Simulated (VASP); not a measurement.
Output of a VASP run:

OSZICAR:
```
       N       E                     dE             d eps       ncg     rms          rms(c)
DAV:   1     0.457462951376E+02    0.45746E+02   -0.36754E+03   560   0.863E+02
DAV:   2     0.265502467376E+00   -0.45481E+02   -0.44175E+02   568   0.207E+02
DAV:   3    -0.109631446343E+01   -0.13618E+01   -0.13609E+01   880   0.351E+01
DAV:   4    -0.113832718506E+01   -0.42013E-01   -0.41937E-01   800   0.420E+00
DAV:   5    -0.113894814759E+01   -0.62096E-03   -0.62093E-03   976   0.372E-01    0.203E+00
DAV:   6    -0.113695678516E+01    0.19914E-02   -0.37387E-03   864   0.508E-01    0.131E+00
DAV:   7    -0.113651388353E+01    0.44290E-03   -0.67874E-03   856   0.620E-01    0.935E-02
DAV:   8    -0.113651030016E+01    0.35834E-05   -0.47782E-04   888   0.293E-01    0.268E-02
DAV:   9    -0.113652270919E+01   -0.12409E-04   -0.19812E-05   864   0.387E-02    0.119E-02
DAV:  10    -0.113652337992E+01   -0.67074E-06   -0.17948E-06   864   0.118E-02
   1 F= -.11365234E+01 E0= -.11363711E+01  d E =-.113652E+01
```

**OUTCAR**
```
------------------------ aborting loop because EDIFF is reached ----------------------------------------
  FORCE on cell =-STRESS in cart. coord.  units (eV):
  Direction    XX          YY          ZZ          XY          YZ          ZX
  --------------------------------------------------------------------------------------
  Total       -0.0016289     -0.0016289     -0.0016289     -0.0000000     -0.0000000      0.0000000
  in kB       -0.0368874     -0.0368874     -0.0368874     -0.0000000     -0.0000000      0.0000000
  external PRESSURE =      -0.0368874 kB  Pullay stress =       0.0000000 kB
  volume of cell :       70.75
      direct lattice vectors                 reciprocal lattice vectors
    -2.605477065  2.605477065  2.605477065     0.000000000  0.191903436  0.191903436
     2.605477065 -2.605477065  2.605477065     0.191903436  0.000000000  0.191903436
     2.605477065  2.605477065 -2.605477065     0.191903436  0.191903436  0.000000000
 POSITION                                       TOTAL-FORCE (eV/Angst)
 -----------------------------------------------------------------------------------
      0.00000      0.00000      0.00000         0.000000      0.000000     -0.000000
 -----------------------------------------------------------------------------------
    total drift:                               -0.000000     -0.000000      0.000000
  FREE ENERGIE OF THE ION-ELECTRON SYSTEM (eV)
  ---------------------------------------------------
  free  energy   TOTEN  =        -1.1365233799 eV

  energy  without entropy=       -1.1360665962  energy(sigma->0) =       -1.13637112

 reached required accuracy - stopping structural energy minimisation
```
(Selected blocks of OUTCAR.)

### POSCAR
```
K
1
   -2.6054770647     2.6054770647     2.6054770647
    2.6054770647    -2.6054770647     2.6054770647
    2.6054770647     2.6054770647    -2.6054770647
K
1
Direct
  0.0000000000   0.0000000000   0.0000000000
```

**Question.** Reconstruct the remaining input files.

**Answer.** Several could match; the one computed here: the input of the run itself, PBEsol GGA, plane waves, VASP's PBE PAW potentials (set 64).

**INCAR**
```
# general
SYSTEM  =  K
PREC    =  Accurate
ENCUT   =  520
LREAL   =  .False.   # projection in real space or not
LASPH   =  .True.   # aspherical one-centre terms

# electronic loop
EDIFF   =  1E-6   # SCF stop (eV)
NELM    =  100   # most electronic steps
ALGO    =  Normal

# smearing
ISMEAR  =  1   # Methfessel-Paxton
SIGMA   =  0.1

# functional
GGA     =  PS   # PBEsol

# ions
IBRION  =  2
NSW     =  60
ISIF    =  3
EDIFFG  =  -0.01   # ionic stop

# output
LWAVE   =  .False.
LCHARG  =  .False.
```

**KPOINTS**
```
Regular mesh
0
Gamma
9 9 9
```

POTCAR, in this order: K_sv (PBE.64 set). Program: vasp_std.

The compound is K in the bcc structure. It was relaxed first. The start is the result of an earlier pass.
